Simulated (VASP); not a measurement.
Here is the system:

```xyz
1
Lattice="0.0000 1.9149 1.9149 1.9149 0.0000 1.9149 1.9149 1.9149 0.0000" Properties=species:S:1:pos:R:3 pbc="T T T"
Rh     0.0000     0.0000     0.0000
```

Method: PBE GGA, VASP's PBE PAW potentials (set 64) (plane waves; VASP 6.6.1). Run with PREC = Normal, EDIFF = 1E-5, 400 eV cut-off, 18×18×18 Γ-centred mesh, first-order Methfessel-Paxton smearing of 0.10 eV, potentials Rh_pv.

Task: Estimate the energy per atom (σ→0), pressure, band gap (on the k-mesh) with the smallest direct gap where there is one.

Result: 
| Property | Result |
|---|---|
| band gap (on the k-mesh) | none (metal, semimetal or under 0.01 eV) |
| energy per atom (σ→0) | -7.256 eV/atom |
| pressure | -1.53 GPa |

The absolute energy has meaning only against runs of the same code, potentials and settings.

The compound is Rh in the fcc structure. It was relaxed first.
